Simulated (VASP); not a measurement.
Crystal: Ag.

```
Ag
1.0
     0.00000    2.04275    2.04275
     2.04275    0.00000    2.04275
     2.04275    2.04275    0.00000
Ag
1
Cartesian
  0.0000 0.0000 0.0000
```

- Program: VASP 6.6.1
- Task: relaxation of cell and atoms
- Functional: PBE
- Potentials or basis: VASP PAW PBE potentials, release 64 (Ag)
- Cutoff: 520 eV
- k mesh: 18 × 18 × 18
- Occupations: gaussian, width 0.3 eV
- Spin: no spin polarisation

At the start: pressure 4.6 GPa; volume 17.05 Å³/atom.

Question: Where does the relaxation end?

Answer: Over 5 steps the energy falls by 10.6 meV/atom and the volume is 17.83 Å³/atom (+4.6 %); space group Fm-3m (No. 225, to 0.05 Å).

Step by step:
```csv
step,energy change (eV),largest force (eV/Å),pressure (GPa),volume (Å³)
1,0.0000,0.0000,4.63,17.05
2,-0.0074,0.0000,-2.15,18.29
3,-0.0106,0.0000,0.02,17.83
4,-0.0106,0.0000,-0.06,17.84
5,-0.0106,0.0000,0.02,17.83
```

Final structure:
```xyz
1
Lattice="0.0000 2.0733 2.0733 2.0733 0.0000 2.0733 2.0733 2.0733 0.0000" Properties=species:S:1:pos:R:3 pbc="T T T"
Ag    2.0733    2.0733    0.0000
```
